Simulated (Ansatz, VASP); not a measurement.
# Cross-check of CsSnI3 between VASP and Ansatz

One calculation is typed for both programs; each brings its own data sets. How far apart do they land? The cell is taken from a series of runs on this material, whose earlier steps may have relaxed, scaled, displaced or heated it; both programs get it as it stands.

Main program and level: Ansatz 0.2.0; plane waves, with VASP 6.6.1 beside it; relaxation of cell and atoms at PBEsol.

## 1. Starting point

The structure is cubic, space group Pm-3m (No. 221). Conventional cell: a = 6.134 Å, b = 6.134 Å, c = 6.134 Å, α = 90.00°, β = 90.00°, γ = 90.00°. Cs has 12 I at 4.34 Å nearest. Nearest to Sn lie 6 I at 3.07 Å. I has 2 Sn at 3.07 Å and 4 Cs at 4.34 Å nearest. Farther neighbours and most contacts between anions are not listed.

## 2. Ansatz: relaxation of cell and atoms, PBEsol, pair 1

Ansatz runs on its PAW soft_1 files.

The relaxed volume is the usual yardstick between codes: in a stiff, nearly cubic crystal its relative difference is about their pressure difference at one cell divided by the bulk modulus.

The input, input.yaml:

```yaml
crystal:
  lattice:
    - [6.1341068029, 0.0, 0.0]
    - [0.0, 6.1341068029, 0.0]
    - [0.0, 0.0, 6.1341068029]
  atoms:
    - { symbol: Cs, position: [0.0, 0.0, 0.0] }
    - { symbol: Sn, position: [0.5, 0.5, 0.5] }
    - { symbol: I, position: [0.0, 0.5, 0.5] }
    - { symbol: I, position: [0.5, 0.0, 0.5] }
    - { symbol: I, position: [0.5, 0.5, 0.0] }
kpoints:
  mp_grid: { grid: [6, 6, 6] }
hamiltonian:
  xc: pbesol
  pseudopotentials: { kind: paw, azcp: { folder: soft_1 }, xc_functional: pbe }
scf:
  occupations: { method: gaussian, width: 0.01 }
output:
  forces: true
  stress: true
  eigenvalues: true
relax:
  adjacent_minimum: "off"
  f_tol: 0.001
  max_steps: 60
  cell: { stress_tol: 0.01 }
```

Command:

```sh
$ ansatz run input.yaml --threads 4 --pin off --max-ram 10240MiB --backend cpu --events-out ev --progress --plain --runs-dir out
```

Numbers of over 12 decimals in the logs are rounded to 6 here.

The program printed:

```text
Engine: ansatz 0.2.0, aarch64-unknown-linux-gnu
Pseudopotentials: kind: paw
Pseudopotential: Cs, paw, valence charge 9, recommended cutoff 420 eV (normal), soft_1/Cs.paw.azcp
Pseudopotential: Sn, paw, valence charge 14, recommended cutoff 420 eV (normal), soft_1/Sn.paw.azcp
Pseudopotential: I, paw, valence charge 17, recommended cutoff 420 eV (normal), soft_1/I.paw.azcp
Functional definition: PBEsol
  exchange = pbesol_x
  correlation = pbesol_c
Crystal: 5 atoms, lattice volume = 230.810 Å³
Basis set: ecut = 420 eV, 4553 PW (Γ), exchange–correlation on 90×90×90 points (8 copies of the dense FFT grid, shifted against one another)
Bands: 45, of which v1, the nominal top of the filled ones, is band 37 counted from 1 (36 counted from 0)
Symmetry: 48 space group operations
Space group: Pm-3m (ITA 221), of the structure as read, at distance tolerance 6.1e-5 Å
k-points: 20 of 216
Non-local potential: Cs, projectors of the file, l = 0: 3, l = 1: 2, l = 2: 2, l = 3: 2
Non-local potential: Sn, projectors of the file, l = 0: 2, l = 1: 2, l = 2: 2, l = 3: 1
Non-local potential: I, projectors of the file, l = 0: 2, l = 1: 2, l = 2: 2, l = 3: 1
PAW form: soft (Blöchl's): semilocal exchange-correlation on the pseudo side does not see the compensation charge
PAW frozen core: Cs, regenerated for the run's functional, and the local potential with it (the file was generated under x = pbe(κ = 0.804, μ = 0.219515), c = pbe(β = 0.066725))
PAW frozen core: Sn, regenerated for the run's functional, and the local potential with it (the file was generated under x = pbe(κ = 0.804, μ = 0.219515), c = pbe(β = 0.066725))
PAW frozen core: I, regenerated for the run's functional, and the local potential with it (the file was generated under x = pbe(κ = 0.804, μ = 0.219515), c = pbe(β = 0.066725))
PAW one-centre angular grid: Cs, 194 points (default); XC on 64 Gauss nodes
PAW one-centre angular grid: Sn, 590 points (default); XC on 64 Gauss nodes
PAW one-centre angular grid: I, 590 points (default); XC on 64 Gauss nodes
Initial density: superposition of atomic densities (chi_scale 0.1, normalization cell, long waves kept (reshape's long-wave potential 0.00 eV rms))
Initial wavefunctions: pseudopotential atomic-orbital guess
Functional: x = pbesol(κ = 0.804, μ = 0.123457), c = pbesol(β = 0.046)
SCF iter   1: F=—  HF=-33839.051652 eV  |F-HF|=—  |Δ(HF+E_count)|=         —  Δρ=2.54e-2  dr2=3.37e0  ethr=3.10e-3  ⟨swp⟩=9.2  Hψ=4108  notcnv=0
preconditioner: auto → LDOS  [insulator: Δε(μ)=0.433 eV  Ē_g=9.293 eV  σ=0.010 eV  W_gap=0.66  n_scr=32 (ndim 8)  ℏωp=13.8 eV  f_vac=0.062  D(μ)=1.43/eV (n_scr^D=6)  ε∞_Penn≈3.2  β→1.0]
SCF iter   2: F=—  HF=-33838.604693 eV  |F-HF|=—  |Δ(HF+E_count)|=   4.47e-1  Δρ=2.18e-2  dr2=2.30e0  ethr=3.10e-3  ⟨swp⟩=5.3  Hψ=2219  notcnv=0  defer=44
preconditioner: auto → Resta (q_TF=auto, 2.257 Å⁻¹)  ε∞=2.9  [insulator: Δε(μ)=0.341 eV  Ē_g=9.986 eV  σ=0.010 eV  W_gap=1.00  n_scr=32 (ndim 8)  ℏωp=13.8 eV  f_vac=0.070  D(μ)=0.00/eV (n_scr^D=0)  ε∞_Penn≈2.9  β→0.5]
SCF iter   3: F=—  HF=-33837.566022 eV  |F-HF|=—  |Δ(HF+E_count)|=    1.04e0  Δρ=3.19e-3  dr2=3.10e-2  ethr=3.10e-3  ⟨swp⟩=4.1  Hψ=1814  notcnv=0  defer=41
SCF iter   4: F=—  HF=-33837.566256 eV  |F-HF|=—  |Δ(HF+E_count)|=   2.34e-4  Δρ=1.56e-3  dr2=3.65e-3  ethr=4.19e-5  ⟨swp⟩=3.2  Hψ=2009  notcnv=0  defer=41
SCF iter   5: F=—  HF=-33837.562852 eV  |F-HF|=—  |Δ(HF+E_count)|=   3.40e-3  Δρ=6.62e-4  dr2=1.01e-3  ethr=4.94e-6  ⟨swp⟩=2.5  Hψ=1928  notcnv=0  defer=41
SCF iter   6: F=—  HF=-33837.562839 eV  |F-HF|=—  |Δ(HF+E_count)|=   1.32e-5  Δρ=1.21e-4  dr2=4.95e-5  ethr=1.36e-6  ⟨swp⟩=3.1  Hψ=1790  notcnv=0  defer=41
SCF iter   7: F=—  HF=-33837.562900 eV  |F-HF|=—  |Δ(HF+E_count)|=   6.18e-5  Δρ=6.42e-5  dr2=1.34e-5  ethr=6.68e-8  ⟨swp⟩=2.0  Hψ=1696  notcnv=0  defer=41
SCF iter   8: F=—  HF=-33837.562900 eV  |F-HF|=—  |Δ(HF+E_count)|=   6.31e-7  Δρ=2.46e-5  dr2=1.84e-6  ethr=1.81e-8  ⟨swp⟩=2.0  Hψ=1279  notcnv=0  defer=41
SCF iter   9: F=-33837.562900 eV  HF=-33837.562900 eV  |F-HF|=2.97e-8  |Δ(HF+E_count)|=   1.48e-7  Δρ=5.53e-6  dr2=9.01e-8  ethr=1.35e-10  ⟨swp⟩=15.8  Hψ=5999  notcnv=0
SCF 1 converged in 9 iterations: F = -33837.562900 eV  dr2 = 9.01e-8
  greatest PAW one-centre occupation: 0.999 electrons in one spin orbital (limit 2), on the I atom at site 4 (counted from 0), in its partial waves of l = 2
relax step   1: F+E_penalty+E_count = -33837.56289964 eV  Δ(F+E_penalty+E_count) = +0.000e0 eV  max|allowed force component| = 1.702e-28 eV/Å  Δτ_max = 0.0000 Å  P = +0.022 GPa  Ω = 230.810 Å³  (9 SCF iters, dr2 threshold 1.00e-7 eV, accepted)
[...]
relax step   2: F+E_penalty+E_count = -33837.56290574 eV  Δ(F+E_penalty+E_count) = -6.100e-6 eV  max|allowed force component| = 8.433e-30 eV/Å  Δτ_max = 0.0000 Å  P = +0.011 GPa  Ω = 230.952 Å³  energy of the carried Pulay correction = -8.513e-6 eV  (5 SCF iters, dr2 threshold 1.22e-9 eV, accepted)
[...]
relax step   3: F+E_penalty+E_count = -33837.56290224 eV  Δ(F+E_penalty+E_count) = +3.507e-6 eV  max|allowed force component| = 1.834e-29 eV/Å  Δτ_max = 0.0000 Å  P = +0.000 GPa  Ω = 231.088 Å³  energy of the carried Pulay correction = -1.661e-5 eV  (5 SCF iters, dr2 threshold 2.90e-10 eV, accepted)
[...]
relax step   4: F+E_penalty+E_count = -33837.56291303 eV  Δ(F+E_penalty+E_count) = -1.079e-5 eV  max|allowed force component| = 7.258e-30 eV/Å  Δτ_max = 0.0000 Å  P = +0.000 GPa  Ω = 231.088 Å³  stress off target by 6.02e-5 GPa  SCF on the basis re-selected at this cell (its energy is not comparable with the rows above)  (5 SCF iters)
basis re-selected at this cell: Δ(F+E_penalty+E_count) = -1.079e-5 eV, ΔP = -0.000 GPa vs the last step (what re-selecting the basis moved, of the pressure what is left beyond the Pulay correction that the steps carried, after the strain that the cell walked since its last selection, with what the two solves' SCF thresholds leave and, on support functions, any second-order correction that the steps lacked; it is no m [...]
SCF converged after 5 iterations
Free energy (F): -33837.562913 eV
Harris-Foulkes:  -33837.562913 eV  (|F-HF|=1.46e-11)
Internal energy: -33837.562913 eV  (E = F + TS)
E sigma→0 (E₀):  -33837.562913 eV
Fermi energy:    5.808186 eV
--- Per-component energies (eV) ---
  E_band       = -1403.899271
  E_kinetic    = 788.488236
  E_local      = -9402.078760  (includes V_loc(G=0)·N_el)
  E_nonlocal   = 524.434651
  E_hartree    = 4275.955633
  E_xc         = -624.291189
  E_vxc        = -550.183027  (∫ρ·V_xc dr)
  E_paw        = -23383.119286  (= ΣΔE_a)
  E_vpaw       = -1316.464533  (= ΣTr[D̂ρ^β])
  E_aug_tail   = -0.007151  (compensation charges beyond the density's cutoff)
  E_ewald      = -6018.610458
  E_core_change = 1.665411  (= ΣΔE_core)
  E_smearing   = -0.000000  (= −TS)
  E_closure    = 0.000000  (closes the sum)
  Σ components = -33837.562913   (vs F -33837.562913, Δ=0.00e0)
--- Forces (eV/Å), atoms counted from 1 ---
  atom   1  Cs     0.00000000     0.00000000    -0.00000000
  atom   2  Sn     0.00000000    -0.00000000    -0.00000000
  atom   3  I      0.00000000     0.00000000     0.00000000
  atom   4  I     -0.00000000     0.00000000    -0.00000000
  atom   5  I      0.00000000    -0.00000000    -0.00000000
  max |Σ_I F_I| component: 6.57e-30 eV/Å
--- Stress (GPa, compression-positive) ---
        0.000060      -0.000000       0.000000
       -0.000000       0.000060      -0.000000
        0.000000      -0.000000       0.000060
  P = ⅓ Tr σ = 0.0001 GPa (0.001 kbar)
--- Band table (eV; the first three rows and the last of 20) ---
  k-point 0: bands = [... 33 lower, 3.1833, 3.3643, 3.3643, 3.3643, 7.6457, 8.5512, 8.5512, 8.8810, ... 4 higher]
  k-point 1: bands = [... 33 lower, 3.1347, 3.3162, 3.3162, 3.3360, 7.9446, 8.7152, 8.7993, 8.9764, ... 4 higher]
  k-point 2: bands = [... 33 lower, 3.0428, 3.2497, 3.2497, 3.5485, 7.6859, 8.6848, 9.1508, 9.2597, ... 4 higher]
  k-point 19: bands = [... 33 lower, 3.8319, 3.8319, 3.8319, 5.7525, 5.8649, 5.8649, 5.8649, 8.4590, ... 4 higher]
--- Relaxed structure (3 steps of the walk, 3 accepted, 1 SCFs on fresh bases) ---
  F+E_penalty+E_count = -33837.56291303 eV   max|allowed force component| = 7.258e-30 eV/Å   (the final SCF, on the basis selected at the relaxed cell)
  cell:  # Å, volume = 231.0876 Å³
    - [6.136568, 0, 0]
    - [0, 6.136568, 0]
    - [0, 0, 6.136568]
  atoms:
    - { symbol: Cs, position: [0, 0, 0] }
    - { symbol: Sn, position: [0.5, 0.5, 0.5] }
    - { symbol: I, position: [0, 0.5, 0.5] }
    - { symbol: I, position: [0.5, 0, 0.5] }
    - { symbol: I, position: [0.5, 0.5, 0] }
```

The column dr2 measures how far the density is from self-consistency, as an energy; F and HF (Harris–Foulkes) agree once it is small.

## 3. VASP: relaxation of cell and atoms, PBEsol, pair 1

The same cell, functional, mesh and smearing now go to VASP, with its own data sets.

Lines of VASP's logs that name or quote its potential files are left out, and so is its time.

The input, INCAR:

```
SYSTEM = CsSnI3
PREC = Accurate
ENCUT = 500
EDIFF = 1E-07
NELM = 120
ISMEAR = 0
SIGMA = 0.01
LREAL = .FALSE.
ALGO = Normal
GGA = PS
NBANDS = 28
LORBIT = 11
LWAVE = .FALSE.
LCHARG = .FALSE.
ISIF = 3
IBRION = 2
NSW = 80
EDIFFG = -0.005
LASPH = .TRUE.
GGA_COMPAT = .FALSE.
NELMIN = 4
EFERMI = MIDGAP
KPAR = 2
```

The input, POSCAR:

```
CsSnI3
1.0
    6.1341070000      0.0000000000      0.0000000000
    0.0000000000      6.1341070000      0.0000000000
    0.0000000000      0.0000000000      6.1341070000
Cs Sn I
1 1 3
Direct
    0.0000000000      0.0000000000      0.0000000000
    0.4999999185      0.4999999185      0.4999999185
    0.0000000000      0.4999999185      0.4999999185
    0.4999999185      0.0000000000      0.4999999185
    0.4999999185      0.4999999185      0.0000000000
```

The input, KPOINTS:

```
Automatic mesh
0
Gamma
6 6 6
0 0 0
```

PAW data sets: Cs_sv, Sn_d and I (PBE family, release 64).

Command:

```sh
$ mpirun -np 2 vasp_std
```

The program printed:

```text
[banner, memory and clock lines left out]
running    2 mpi-ranks, on    1 nodes
 distrk:  each k-point on    1 cores,    2 groups
 distr:  one band on    1 cores,    1 groups

 POSCAR found type information on POSCAR CsSnI
 POSCAR found :  3 types and       5 ions
|                                                                             |
|               ----> ADVICE to this user running VASP <----                  |
|                                                                             |
|     You enforced a specific xc type in the INCAR file but a different       |
|     [... a line on the potential file left out ...]
|     I HOPE YOU KNOW WHAT YOU ARE DOING!                                     |
|                                                                             |

 LDA part: xc-table for (Slater+PW92), standard interpolation
 POSCAR, INCAR and KPOINTS ok, starting setup
 FFT: planning ... GRIDC
 FFT: planning ... GRID_SOFT
 FFT: planning ... GRID
 WAVECAR not read
 entering main loop
       N       E                     dE             d eps       ncg     rms          rms(c)
DAV:   1     0.343835061395E+03    0.34384E+03   -0.17732E+04  1120   0.139E+03
DAV:   2     0.283500190370E+02   -0.31549E+03   -0.30545E+03  1328   0.287E+02
DAV:   3    -0.135193204149E+02   -0.41869E+02   -0.41402E+02  1344   0.118E+02
DAV:   4    -0.152392248805E+02   -0.17199E+01   -0.17134E+01  1420   0.279E+01
DAV:   5    -0.152936394662E+02   -0.54415E-01   -0.54402E-01  1700   0.463E+00    0.473E+00
DAV:   6    -0.150958605647E+02    0.19778E+00   -0.35591E-01  1480   0.344E+00    0.302E+00
DAV:   7    -0.150782268807E+02    0.17634E-01   -0.25562E-01  1460   0.224E+00    0.846E-01
DAV:   8    -0.150788796603E+02   -0.65278E-03   -0.39291E-02  1312   0.135E+00    0.275E-01
DAV:   9    -0.150789228489E+02   -0.43189E-04   -0.24469E-03  1384   0.389E-01    0.844E-02
DAV:  10    -0.150791233741E+02   -0.20053E-03   -0.45387E-04  1432   0.104E-01    0.346E-02
DAV:  11    -0.150791648078E+02   -0.41434E-04   -0.28358E-04  1356   0.116E-01    0.377E-02
DAV:  12    -0.150791613089E+02    0.34989E-05   -0.27371E-05  1392   0.264E-02    0.246E-02
DAV:  13    -0.150791604991E+02    0.80979E-06   -0.23845E-06  1508   0.934E-03    0.846E-03
DAV:  14    -0.150791598140E+02    0.68510E-06   -0.30489E-06  1500   0.127E-02    0.434E-03
DAV:  15    -0.150791599610E+02   -0.14700E-06   -0.24100E-07  1240   0.204E-03    0.303E-03
DAV:  16    -0.150791600821E+02   -0.12107E-06   -0.76425E-08   800   0.243E-03    0.121E-03
DAV:  17    -0.150791600463E+02    0.35780E-07   -0.14889E-08   748   0.130E-03
   1 F= -.15079160E+02 E0= -.15079160E+02  d E =-.150792E+02
 curvature:   0.00 expect dE= 0.000E+00 dE for cont linesearch  0.000E+00
 trial: gam= 0.00000 g(F)=  0.000E+00 g(S)=  0.538E-04 ort = 0.000E+00 (trialstep = 0.100E+01)
 search vector abs. value=  0.538E-04
 bond charge predicted
       N       E                     dE             d eps       ncg     rms          rms(c)
DAV:   1    -0.150796614760E+02   -0.50139E-03   -0.99065E-03  1404   0.836E-01    0.114E-01
DAV:   2    -0.150792954158E+02    0.36606E-03   -0.63046E-04  1416   0.214E-01    0.508E-02
DAV:   3    -0.150792001770E+02    0.95239E-04   -0.28025E-04  1512   0.126E-01    0.183E-02
DAV:   4    -0.150791963818E+02    0.37951E-05   -0.71480E-06  1228   0.169E-02    0.170E-02
DAV:   5    -0.150791935528E+02    0.28290E-05   -0.31194E-06  1560   0.128E-02    0.392E-03
DAV:   6    -0.150791932625E+02    0.29031E-06   -0.54768E-07  1176   0.676E-03    0.667E-04
DAV:   7    -0.150791932332E+02    0.29226E-07   -0.27897E-08   712   0.109E-03
   2 F= -.15079193E+02 E0= -.15079193E+02  d E =-.331869E-04
 trial-energy change:   -0.000033  1 .order   -0.000033   -0.000054   -0.000013
 step:   1.3130(harm=  1.3130)  dis= 0.00000  next Energy=   -15.079195 (dE=-0.353E-04)
 reached required accuracy - stopping structural energy minimisation
```

OUTCAR, selected parts (step 3):

```text
ion  position               nearest neighbor table
   1  0.000  0.000  0.000-
   2  0.500  0.500  0.500-   3 3.07   4 3.07   5 3.07   3 3.07   4 3.07   5 3.07
   3  0.000  0.500  0.500-   2 3.07   2 3.07
   4  0.500  0.000  0.500-   2 3.07   2 3.07
   5  0.500  0.500  0.000-   2 3.07   2 3.07

  LATTYP: Found a simple cubic cell.
 ALAT       =     6.1341070000

 Subroutine GETGRP returns: Found 48 space group operations
 (whereof 48 operations were pure point group operations)

The static configuration has the point symmetry O_h .

 Found     20 irreducible k-points:

   k-points           NKPTS =     20   k-points in BZ     NKDIM =     20   number of bands    NBANDS=     28

   dimension x,y,z NGX =    48 NGY =   48 NGZ =   48
   dimension x,y,z NGXF=    96 NGYF=   96 NGZF=   96

   ENCUT  =  500.0 eV  36.75 Ry    6.06 a.u.  11.18 11.18 11.18*2*pi/ulx,y,z

   NELECT =      44.0000    total number of electrons

 k-points in reciprocal lattice and weights: Automatic mesh
   0.00000000  0.00000000  0.00000000       0.005
   0.16666667  0.00000000  0.00000000       0.028
   0.33333333  0.00000000  0.00000000       0.028
   0.50000000  0.00000000  0.00000000       0.014
   0.16666667  0.16666667  0.00000000       0.056
   0.33333333  0.16666667  0.00000000       0.111
   0.50000000  0.16666667  0.00000000       0.056
   0.33333333  0.33333333  0.00000000       0.056
   0.50000000  0.33333333  0.00000000       0.056
[...]
0.50000000  0.50000000  0.33333333       0.028
   0.50000000  0.50000000  0.50000000       0.005

 average (electrostatic) potential at core
       1 -48.7185       2-104.3423       3 -92.9824       4 -92.9824       5 -92.9824

 E-fermi :   3.2612

 k-point     1 :       0.0000    0.0000    0.0000
  band No.  band energies     occupation
    ...
     18       0.6331      2.00000
     19       0.6331      2.00000
     20       0.8146      2.00000
     21       0.8146      2.00000
     22       0.8146      2.00000
     23       5.0914      0.00000
     24       5.9918      0.00000
     25       5.9918      0.00000
     26       6.3191      0.00000
     27       6.3191      0.00000
    ...

 k-point     2 :       0.1667    0.0000    0.0000
  band No.  band energies     occupation
    ...
     18       0.5785      2.00000
     19       0.5838      2.00000
     20       0.7663      2.00000
     21       0.7663      2.00000
     22       0.7866      2.00000
     23       5.3904      0.00000
     24       6.1568      0.00000
     25       6.2409      0.00000
     26       6.4151      0.00000
     27       6.5804      0.00000
    ...

 k-point     3 :       0.3333    0.0000    0.0000
  band No.  band energies     occupation
    ...
     18       0.4437      2.00000
     19       0.4909      2.00000
     20       0.6991      2.00000
     21       0.6991      2.00000
     22       1.0017      2.00000
     23       5.1340      0.00000
     24       6.1307      0.00000
     25       6.5955      0.00000
     26       6.7001      0.00000
     27       6.8393      0.00000
    ...

  Total        0.0102749      0.0102749      0.0102749     -0.0000000     -0.0000000      0.0000000
  in kB        0.0712351      0.0712351      0.0712351     -0.0000000     -0.0000000      0.0000000
  external PRESSURE =       0.0712351 kB  Pullay stress =       0.0000000 kB

  energy-cutoff  :      500.00
  volume of cell :      231.10
      direct lattice vectors                 reciprocal lattice vectors
     6.136658057 -0.000000000  0.000000000     0.162955144  0.000000000  0.000000000
    -0.000000000  6.136658057  0.000000000     0.000000000  0.162955144  0.000000000
    -0.000000000 -0.000000000  6.136658057    -0.000000000 -0.000000000  0.162955144

 POSITION                                       TOTAL-FORCE (eV/Angst)
 -----------------------------------------------------------------------------------
      0.00000      0.00000      0.00000         0.000000      0.000000      0.000000
      3.06833      3.06833      3.06833        -0.000000     -0.000000      0.000000
     -0.00000      3.06833      3.06833        -0.000000     -0.000000      0.000000
      3.06833     -0.00000      3.06833        -0.000000     -0.000000      0.000000
      3.06833      3.06833      0.00000         0.000000      0.000000      0.000000
 -----------------------------------------------------------------------------------
    total drift:                                0.000970      0.000970      0.000970

  FREE ENERGIE OF THE ION-ELECTRON SYSTEM (eV)
  ---------------------------------------------------
  free  energy   TOTEN  =       -15.0791932332 eV

  energy  without entropy=      -15.0791932332  energy(sigma->0) =      -15.07919323

 reached required accuracy - stopping structural energy minimisation

 total charge
# of ion       s       p       d       tot
------------------------------------------
    1        1.841   4.696   0.013   6.551
    2        1.397   0.669   9.999  12.065
    3        1.508   2.775   0.013   4.296
    4        1.508   2.775   0.013   4.296
    5        1.508   2.775   0.013   4.296
--------------------------------------------------
tot          7.763  13.691  10.051  31.505

[... 3 further parts left out ...]
```

CONTCAR:

```
CsSnI3
   1.00000000000000
     6.1366580571751825   -0.0000000000000000    0.0000000000000000
    -0.0000000000000000    6.1366580571751825    0.0000000000000000
    -0.0000000000000000   -0.0000000000000000    6.1366580571751825
  Cs              Sn              I
     1     1     3
Direct
     0.0000000000000000    0.0000000000000000    0.0000000000000000
     0.4999999185000021    0.4999999185000021    0.4999999185000021
     0.0000000000000000    0.4999999185000021    0.4999999185000021
     0.4999999185000021    0.0000000000000000    0.4999999185000021
     0.4999999185000021    0.4999999185000021    0.0000000000000000
```

The PAW data sets were made with PBE, which is usual practice but a small mismatch for other functionals. The run keeps the 48 symmetry operations of its start, so it cannot find a distortion of lower symmetry.

(Continued in part 2 of 2.)

[Lines on the potential files, build, host, timing and source positions are cut from VASP's logs without a mark.]

[Logs are printed without paths, hosts, clocks, repeated set-up lines and the standing remarks that a program may print on its own settings, such as how far it seeks lower states.]

[Hosts, paths, dates, database ids (printed as entryN), source tags and the programs' standing remarks are cut or masked in the printed files.]
